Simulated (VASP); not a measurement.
```xyz
2
Lattice="0.0000 2.7147 2.7147 2.7147 0.0000 2.7147 2.7147 2.7147 0.0000" Properties=species:S:1:pos:R:3 pbc="T T T"
K      0.0000     0.0000     0.0000
F      2.7147     2.7147     2.7147
```

Level of theory: optB88-vdW, VASP's PBE PAW potentials (set 64) (plane waves; VASP). Numerical set-up: 520 eV cut-off, 9×9×9 Γ-centred mesh, Gaussian smearing of 0.050 eV, potentials K_sv F.

**Question.** Predict the energy per atom (σ→0), pressure, band gap (on the k-mesh) with the smallest direct gap where there is one.

**Answer.** 
| Quantity | Result |
|---|---|
| band gap (on the k-mesh) | 5.89 eV |
| smallest direct gap (on the k-mesh) | 5.89 eV |
| energy per atom (σ→0) | -2.221 eV/atom |
| pressure | -1.85 GPa |

The compound is KF in the rock salt structure. This cell is one point of a volume scan, at 1.06 of the reference volume.
